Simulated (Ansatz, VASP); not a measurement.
# BePtBr2: VASP beside Ansatz

```xyz
4
Lattice="3.2026 0.0000 0.0000 -1.6013 2.7735 0.0000 0.0000 0.0000 10.6605" Properties=species:S:1:pos:R:3 pbc="T T T"
Be    0.0000    0.0000    5.3303
Pt    0.0000    0.0000    0.0000
Br    0.0000    1.8490    6.7583
Br    1.6013    0.9245    3.9022
```

Alike in both runs: functional PBE; k mesh 18 × 18 × 6; occupations gaussian, width 0.1 eV; no spin polarisation.

Ansatz relaxed the structure, and its values are those at the end. VASP's run is a single point on that final structure, the one shown.

```csv
,VASP,Ansatz
version,VASP 6.6.1,Ansatz 0.2.0
potentials or method,"VASP PAW PBE potentials, release 64 (Be, Pt, Br)","scalar-relativistic, plane waves, PAW"
plane-wave cutoff (eV),520,420
valence electrons in the cell,26,34
```

Ansatz gave:

- gap on the k mesh at the Fermi level (eV): none
- pressure (GPa): 0.0

Estimate VASP's values.

gap on the k mesh at the Fermi level (eV): none; pressure (GPa): 0.1.

A gap of «none» marks a metal or a gap that the smearing closes. The two sets of potentials don't hold the same shells in valence.

Caveats: this functional lacks dispersion, which binds the layers, so the pressure and a relaxed spacing across them are unreliable. Spin-orbit coupling is left out, which matters for the levels of Pt.
